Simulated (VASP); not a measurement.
```xyz
4
Lattice="3.5700 0.0000 0.0000 0.0000 3.5700 0.0000 0.0000 0.0000 3.5700" Properties=species:S:1:pos:R:3 pbc="T T T"
Al     0.0000     0.0000     0.0000
Ni     0.0000     1.7850     1.7850
Ni     1.7850     0.0000     1.7850
Ni     1.7850     1.7850     0.0000
```
Starting moments (μB, in the order of the record's atoms Al Ni Ni Ni): 0.0 0.5 0.5 0.5.

The base run (VASP): PBE GGA, plane waves, VASP's PBE PAW potentials (set 64). Settings: 400 eV cut-off, 8×8×8 Γ-centred mesh, first-order Methfessel-Paxton smearing of 0.10 eV, potentials Al Ni.

One setting is varied; ΔE counts from the base run. The base run took about 20 core-seconds. Times come from single runs on busy shared machines, so they are rough: good to a factor of about 2.

The base run's pressure lies -0.36 GPa from that at 600 eV (Pulay error).

| setting | cost over the base run | electronic steps | ΔE (meV/atom) | pressure (GPa) |
|---|---|---|---|---|
| KPOINTS 2×2×2 Monkhorst-Pack mesh | about 1/3 | 15 | 197.4 | 1.83 |
| KPOINTS 7×7×7 Monkhorst-Pack mesh | within a factor of 2 | 15 | -0.9 | -0.91 |
| KPOINTS 8×8×8 Monkhorst-Pack mesh | within a factor of 2 | 15 | -0.9 | -0.87 |
| base run | reference | 14 | 0.0 | -0.84 |
| KPOINTS 10×10×10 Monkhorst-Pack mesh | within a factor of 2 | 15 | -1.0 | -0.88 |

Left out are runs that failed, have no time on record or changed the cell.

The compound is Ni3Al in the L1_2 structure. The cell was not relaxed at this level.
